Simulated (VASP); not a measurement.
Crystal: C.

```
C
1.0
     0.00000    1.78582    1.78582
     1.78582    0.00000    1.78582
     1.78582    1.78582    0.00000
C
2
Direct
  0.00000 0.00000 0.00000
  0.25000 0.25000 0.25000
```

This isn't the form of C at room conditions, which is graphite.

Base run:

| Property | Result |
| --- | --- |
| Program | VASP 6.6.1 |
| Functional | r2SCAN |
| Potentials or basis | VASP PAW PBE potentials, release 64 (C) |
| Cutoff | 450 eV |
| k mesh | 16 × 16 × 16 |
| Occupations | gaussian, width 0.02 eV |
| Spin | no spin polarisation |

Its results: band gap on the k mesh 4.32 eV, indirect (least direct gap 5.83 eV).

Question: The run is repeated on the same cell with these changes: functional from r2SCAN to PBE; cutoff from 450 eV to 600 eV. What comes out?

Answer: Band gap on the k mesh 4.12 eV, indirect (least direct gap 5.58 eV).

r2SCAN gives the wider gap, since meta-GGAs in the generalised Kohn-Sham scheme recover part of the derivative discontinuity.
